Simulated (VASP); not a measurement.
InAs:

```
CELL_PARAMETERS angstrom
0.00000 3.04545 3.04545
3.04545 0.00000 3.04545
3.04545 3.04545 0.00000
ATOMIC_POSITIONS crystal
In 0.00000 0.00000 0.00000
As 0.25000 0.25000 0.25000
```

Base run:

* Program: VASP 6.6.1
* Functional: r2SCAN
* Potentials or basis: VASP PAW PBE potentials, release 64 (In_d, As)
* Cutoff: 520 eV
* k mesh: 10 × 10 × 10
* Occupations: gaussian, width 0.03 eV
* Spin: no spin polarisation

Its results: band gap on the k mesh 0.13 eV, direct.

Problem. The run is repeated on the same cell with these changes: functional from r2SCAN to TB-mBJ. What comes out?

Solution. Band gap on the k mesh 0.60 eV, direct.

Caveats: spin-orbit coupling is left out, which moves the levels of the heavy elements.
